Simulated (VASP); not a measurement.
Here is the system:

```yaml
crystal:
  lattice:
    - [0.00000, 2.21628, 2.21628]
    - [2.21628, 0.00000, 2.21628]
    - [2.21628, 2.21628, 0.00000]
  atoms:
    - { symbol: Al, position: [0.00000, 0.00000, 0.00000] }
    - { symbol: N, position: [0.25000, 0.25000, 0.25000] }
```

Level of theory: PBEsol GGA, VASP's PBE PAW potentials (set 64) (plane waves; VASP). Settings: 400 eV cut-off, 13×13×13 Γ-centred mesh, Fermi-Dirac smearing of 0.020 eV, potentials Al N.

At this cut-off the stress carries a Pulay error, which pulls relaxed volumes low.

Question: What does the run give for the energy per atom (σ→0), pressure?

Answer: 
```
Quantity                       Result
---------------------  --------------
energy per atom (σ→0)  -7.797 eV/atom
pressure                   -10.37 GPa
```

Total energies compare only between runs with the same potentials, cut-off and functional.

The structure is a typed AlN crystal (F-43m). The cell was not relaxed at this level.
